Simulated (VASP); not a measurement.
Data:

```yaml
crystal:
  lattice:
    - [3.44491, 0.00000, 0.00000]
    - [0.00000, 3.44491, 0.00000]
    - [0.00000, 0.00000, 3.44491]
  atoms:
    - { symbol: Fe, position: [0.00000, 0.00000, 0.00000], spin: 2.7 }
    - { symbol: Ni, position: [0.00000, 0.50000, 0.50000], spin: 0.6 }
    - { symbol: Ni, position: [0.50000, 0.00000, 0.50000], spin: 0.6 }
    - { symbol: Ni, position: [0.50000, 0.50000, 0.00000], spin: 0.6 }
```

Level of theory: LDA (Ceperley-Alder, Perdew-Zunger), VASP's LDA PAW potentials (set 64) (plane waves; VASP). Run with 500 eV cut-off, 9×9×9 Γ-centred mesh, first-order Methfessel-Paxton smearing of 0.10 eV, potentials Fe Ni.

Question: Predict the cell moment, energy per atom (σ→0), band gap (on the k-mesh) with the smallest direct gap where there is one.

Answer: 
band gap (on the k-mesh): none (metal, semimetal or under 0.01 eV)
cell moment: 4.43 μB
energy per atom (σ→0): -7.299 eV/atom

Question: Give the moment on each site (PAW-sphere projection).

Answer: 
| site | moment (μB) |
|---|---|
| Fe1 | 2.68 |
| Ni2 | 0.57 |
| Ni3 | 0.57 |
| Ni4 | 0.57 |

The absolute energy has meaning only against runs of the same code, potentials and settings.

The compound is Ni3Fe in the L1_2 structure. It was relaxed first, which changed the volume by -9 %.
